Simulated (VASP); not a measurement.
# From one sheet to two: 1T-TiTe2 monolayer, part 2 of 2

What are the lattice, gap and band positions of 1T-TiTe2 monolayer, and what does a second sheet change?

VASP 6.6.1, plane waves and PAW; the level of theory is named at each step.

So far. Step 12 (A rigid stacking): Energy at zero smearing: -131.07906 eV. Step 13 (Relaxing the bilayer): The run ended after 16 ionic steps, 0.011 eV below its first step, once the forces on the free atoms met EDIFFG = -0.004.

## Step 14: Levels and bands of the bilayer

The same static run as for one sheet shows what the neighbour does to the levels.

Contents of INCAR:

```
SYSTEM = TiTe2
PREC = Normal
ENCUT = 350
EDIFF = 1E-06
NELM = 120
ISMEAR = 0
SIGMA = 0.03
LREAL = .FALSE.
ALGO = Normal
METAGGA = R2SCAN
LUSE_VDW = .TRUE.
IVDW_NL = 2
BPARAM = 11.95
CPARAM = 0.0093
LASPH = .TRUE.
NBANDS = 22
LORBIT = 11
LWAVE = .FALSE.
LCHARG = .FALSE.
KPAR = 4
IDIPOL = 3
LDIPOL = .TRUE.
DIPOL = 0.5 0.5 0.5
LVHAR = .TRUE.
LVACPOTAV = .TRUE.
NEDOS = 1500
```

Contents of POSCAR:

```
TiTe2
1.0
    3.7482642872      0.0000000000      0.0000000000
   -1.8741321436      3.2460920928      0.0000000000
    0.0000000000      0.0000000000     26.9765032512
Ti Te
2 4
Direct
    0.0000000000      0.0000000000      0.3759928434
    0.0000000000      0.0000000000      0.6240071566
    0.3333333300      0.6666666700      0.3121075466
    0.6666666700      0.3333333300      0.4391358674
    0.3333333300      0.6666666700      0.5608641326
    0.6666666700      0.3333333300      0.6878924534
```

Contents of KPOINTS:

```
Automatic mesh
0
Gamma
9 9 1
0 0 0
```

Contents of KPOINTS_OPT:

```
Line mode
14
Line-mode
Reciprocal
  0.00000000   0.00000000   0.00000000 GAMMA
  0.50000000   0.00000000   0.00000000 M

  0.50000000   0.00000000   0.00000000 M
  0.33333333   0.33333333   0.00000000 K

  0.33333333   0.33333333   0.00000000 K
  0.00000000   0.00000000   0.00000000 GAMMA
```

PAW data sets: Ti and Te (PBE family, release 64).

Launch:

```sh
$ mpirun -np 4 vasp_std
```

The job ended after 3.6 min (4 MPI ranks of Intel Xeon Platinum 8259CL at 2.50GHz (Skylake/Cascade Lake), shared host; peak memory 1.5 GiB; 15 min of CPU time).

Numbers from this step:

| Property | Result |
| --- | --- |
| electronic steps | 26 |
| vacuum levels | 5.183, 5.183 eV |
| work functions of the upper and lower face | 5.039, 5.039 eV |

The electronic bands at the labelled points (eV, zero at the Fermi level; # counts the bands kept):

| point | #9 | #10 | #11 | #12 | #13 | #14 | #15 | #16 |
| --- | --- | --- | --- | --- | --- | --- | --- | --- |
| Γ | 0.40 | 0.40 | 0.40 | 0.40 | 0.54 | 0.98 | 0.99 | 0.99 |
| 0.54 of the way | -1.49 | -0.90 | -0.73 | -0.62 | 0.14 | 0.26 | 1.35 | 1.38 |
| M | -2.02 | -1.62 | -0.97 | -0.80 | -0.14 | 0.01 | 1.21 | 1.22 |
| 0.46 of the way | -2.15 | -2.14 | -1.96 | -1.77 | 0.53 | 0.70 | 1.27 | 1.27 |
| K | -2.31 | -2.31 | -2.07 | -2.07 | 1.15 | 1.16 | 1.19 | 1.19 |
| 0.46 of the way | -1.81 | -1.78 | -1.33 | -1.01 | 0.60 | 0.68 | 1.11 | 1.29 |
| Γ | 0.40 | 0.40 | 0.40 | 0.40 | 0.54 | 0.98 | 0.99 | 0.99 |

Of the projections kept (Ti, Te), the largest for each band there; the rest of the weight can lie on other orbitals:

| point | #9 | #10 | #11 | #12 | #13 | #14 | #15 | #16 |
| --- | --- | --- | --- | --- | --- | --- | --- | --- |
| Γ | Ti 0.98 | Ti 0.98 | Ti 0.98 | Ti 0.98 | Ti 0.93 | Ti 0.84 | Te 0.91 | Te 0.91 |
| M | Ti 0.60 | Te 0.77 | Te 0.79 | Te 0.79 | Ti 0.91 | Ti 0.87 | Ti 1.00 | Ti 1.00 |
| K | Te 0.60 | Te 0.60 | Te 0.56 | Te 0.56 | Ti 0.97 | Ti 0.97 | Ti 0.93 | Ti 0.93 |
| Γ | Ti 0.98 | Ti 0.98 | Ti 0.98 | Ti 0.98 | Ti 0.93 | Ti 0.84 | Te 0.91 | Te 0.91 |

Zero at the Fermi level. The planar average of the electrostatic potential by height:

| height (Å) | planar average of the electrostatic potential (eV) |
| --- | --- |
| 0.0 | 5.04 |
| 0.5 | 5.04 |
| 1.0 | 5.04 |
| 1.5 | 5.04 |
| 2.0 | 5.04 |
| 2.5 | 5.04 |
| 3.0 | 5.04 |
| 3.5 | 5.04 |
| 4.0 | 5.04 |
| 4.5 | 5.04 |
| 5.0 | 5.04 |
| 5.5 | 5.02 |
| 6.0 | 4.98 |
| 6.5 | 4.78 |
| 7.0 | 3.95 |
| 7.5 | 0.515 |
| 8.0 | -10.7 |
| 8.5 | -15.5 |
| 9.0 | -8.73 |
| 9.5 | -2.43 |
| 10.0 | -2.85 |
| 10.5 | -2.65 |
| 11.0 | -4.30 |
| 11.5 | -13.1 |
| 12.0 | -14.9 |
| 12.5 | -5.26 |
| 13.0 | 2.58 |
| 13.5 | 3.86 |
| 14.0 | 2.46 |
| 14.5 | -5.83 |
| 15.0 | -15.1 |
| 15.5 | -12.7 |
| 16.0 | -4.01 |
| 16.5 | -2.67 |
| 17.0 | -2.82 |
| 17.5 | -2.49 |
| 18.0 | -9.19 |
| 18.5 | -15.6 |
| 19.0 | -10.2 |
| 19.5 | 0.847 |
| 20.0 | 4.02 |
| 20.5 | 4.80 |
| 21.0 | 4.98 |
| 21.5 | 5.03 |
| 22.0 | 5.04 |
| 22.5 | 5.04 |
| 23.0 | 5.04 |
| 23.5 | 5.04 |
| 24.0 | 5.04 |
| 24.5 | 5.04 |
| 25.0 | 5.04 |
| 25.5 | 5.04 |
| 26.0 | 5.04 |
| 26.5 | 5.04 |

Density of states in the PAW spheres, an atom over height of the layer and energy from the Fermi level.

Ten even steps from '0' (0.00 states/eV) to '9' (2.09 states/eV), each cell a mean:
```
090090
030030
010010
121121
110011
343343
373373
352253
232232
222222
110011
222222
122221
011110
000000
000000
000000
000000
000000
000000
000000
000000
```
Columns: height of the layer (Å) from 8.4 to 18.6 (not evenly spaced); rows upwards: energy from the Fermi level (eV) from -7.9 to 0.5.

The map of layer states is cut here 0.5 eV above the Fermi level, so it leaves out the states above that.

The vacuum level lies 5.04 eV above the Fermi level at the upper face; both faces agree, as the slab has next to no dipole.

The program found no field-free point at its default tolerance, but its printed level agrees with the flat part of the planar average.

On this mesh the fine structure of the density of states is sampling noise, and high empty states may be cut by the number of bands.

## Step 15: Derived quantities

This step: monolayer and bilayer, r2SCAN + rVV10; plane waves and PAW (VASP 6.6.1).

This step runs nothing: it gathers the runs above.

This step gave:

- polarisability per area of the slab or monolayer: 0.4804 Å
- binding energy: -21.59 meV/Å²
- interlayer gap: 3.284 Å
- bilayer gap: 0 eV
- bilayer level below vacuum: 5.039 eV
- lattice a: 3.748 Å
- lattice b: 3.748 Å
- thickness: 3.438 Å
- monolayer gap: 0 eV

VASP counts both for electrons: a positive EFIELD is a field along -c, and a positive dipole, in electrons times A, points along -c. Field, by row:

| EFIELD (eV/Å) | dipole along z of the monolayer (e Å) | energy change of the monolayer (eV) |
| --- | --- | --- |
| -0.1 | -0.04059 | -0.002032 |
| 0 | 0 | 0 |
| 0.1 | 0.04059 | -0.002032 |

Rigid sheets, 3.1 Å apart. Stackings, by row:

| stacking | energy above the lowest (meV/Å²) |
| --- | --- |
| same orientation, shift 0.00 0.00 | 0 |
| turned by 180 degrees, shift 0.33 0.67 | 3.018 |
| same orientation, shift 0.67 0.33 | 5.604 |
| turned by 180 degrees, shift 0.00 0.00 | 35.25 |
| same orientation, shift 0.33 0.67 | 35.66 |

The polarisability is the slope of the dipole against the field, as a volume for each unit of area.

## Step 16: Summary of results

```yaml
lattice_a: 3.75 Å
monolayer_gap: 0 eV
binding_energy: -21.6 meV/Å²
interlayer_gap: 3.28 Å
bilayer_gap: 0 eV
polarisability_per_area_of_the_slab_or_monolayer: 0.480 Å
```

**Reading.** The monolayer relaxes to a = 3.748 Å and has no gap. The work function is 5.00 eV at both faces. Of 5 rigid stackings the lowest has the upper sheet in the same orientation and shifted by (0.00, 0.00) in cell vectors, and the highest lies 35.7 meV/Å² above it. Relaxed, the sheets lie 3.28 Å apart and bind by 21.6 meV/Å². All runs are without spin polarisation. The bilayer keeps the monolayer's lattice, and only high-symmetry stackings were tried. The run with spin-orbit coupling gave no result. The smallest cell can't hold a superstructure such as a charge-density wave.

[Lines on the potential files, build, host, timing and source positions are cut from VASP's logs without a mark.]

[Logs are printed without paths, hosts, clocks, repeated set-up lines and the standing remarks that a program may print on its own settings, such as how far it seeks lower states.]

[Hosts, paths, dates, database ids (printed as entryN), source tags and the programs' standing remarks are cut or masked in the printed files.]

[Runs that stopped without an error message from VASP are left out.]
